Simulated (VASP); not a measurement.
TaF3, 4 atoms in the cell. Symmetry: Pm-3m, No. 221, cubic system. The conventional cell has a = 3.901 Å, b = 3.901 Å, c = 3.901 Å, α = 90.00°, β = 90.00°, γ = 90.00°. Ta (site symmetry m-3m) has 6 F at 1.95 Å as nearest neighbours. Around F (site symmetry 4/mmm) lie 2 Ta at 1.95 Å. 

| Quantity | Value |
| --- | --- |
| Program | VASP 6.6.1 |
| Task | single point |
| Functional | PBE |
| Potentials or basis | VASP PAW PBE potentials, release 64 (Ta_pv, F) |
| Cutoff | 520 eV |
| k mesh | 5 × 5 × 5 |
| Occupations | gaussian, width 0.05 eV |
| Spin | collinear spin, typed start |
| Starting moments | [2.0, 0.0, 0.0, 0.0] μB |
| Hubbard terms | Ta d U = 7.0 eV, J = 0.9 eV |
| Dipole correction | no |
| LDAUTYPE | 1 |
| Hund's J | 0.9 |
| Further INCAR settings | ALGO = Normal; EDIFF = 1e-06; NBANDS = 28 |

Potentials or basis: VASP PAW PBE potentials, release 64 (Ta_pv, F).

The run is started by

```sh
$ cat potpaw_PBE.64/Ta_pv/POTCAR potpaw_PBE.64/F/POTCAR > POTCAR
$ mpirun -np 1 vasp_std > vasp.out
```

Hardware: 1 thread of AMD EPYC 9R45 96-Core Processor (Zen 5), with other jobs on the host.

Problem. Estimate the wall time of this run.

Solution. It took 18 s on 1 thread of AMD EPYC 9R45 96-Core Processor (Zen 5), on a shared host, peak memory 0.16 GiB. Counts: scf iterations 14, k points 10.
